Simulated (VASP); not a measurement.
```
CELL_PARAMETERS angstrom
      0.00000     2.59080     2.59080
      2.59080     0.00000     2.59080
      2.59080     2.59080     0.00000
ATOMIC_POSITIONS crystal
  Hf 0.00000 0.00000 0.00000
  O  0.25000 0.25000 0.25000
  O  0.75000 0.75000 0.75000
```

The base run (VASP): PBE GGA, plane waves, VASP's PBE PAW potentials (set 64). Settings: 520 eV cut-off, 7×7×7 Γ-centred mesh, Gaussian smearing of 0.050 eV, potentials Hf_pv O.

One setting is varied; ΔE counts from the base run. The base run took about 20 core-seconds. Times come from single runs on busy shared machines, so they are rough: good to a factor of about 2.

Pressures at a finite cut-off, here 520 eV, hold a Pulay part, which wasn't tested here.

```json
[
 {"setting": "base run", "cost over the base run": "reference", "electronic steps": "13", "ΔE (meV/atom)": "0.0", "pressure (GPa)": "-14.06"},
 {"setting": "ISYM = 1", "cost over the base run": "within a factor of 2", "electronic steps": "13", "ΔE (meV/atom)": "0.0", "pressure (GPa)": "-14.06"},
 {"setting": "SYMPREC = 1E-3", "cost over the base run": "within a factor of 2", "electronic steps": "13", "ΔE (meV/atom)": "0.0", "pressure (GPa)": "-14.06"},
 {"setting": "ISYM = 0", "cost over the base run": "about 6 times", "electronic steps": "13", "ΔE (meV/atom)": "0.0", "pressure (GPa)": "-14.06"},
 {"setting": "ISYM = -1", "cost over the base run": "about 10 times", "electronic steps": "13", "ΔE (meV/atom)": "0.0", "pressure (GPa)": "-14.06"}
]
```

Left out are runs that failed, have no time on record or changed the cell.

The compound is HfO2 in the fluorite structure, the high-temperature cubic form, which is unstable at 0 K; the monoclinic form is the stable one. The cell was not relaxed at this level.
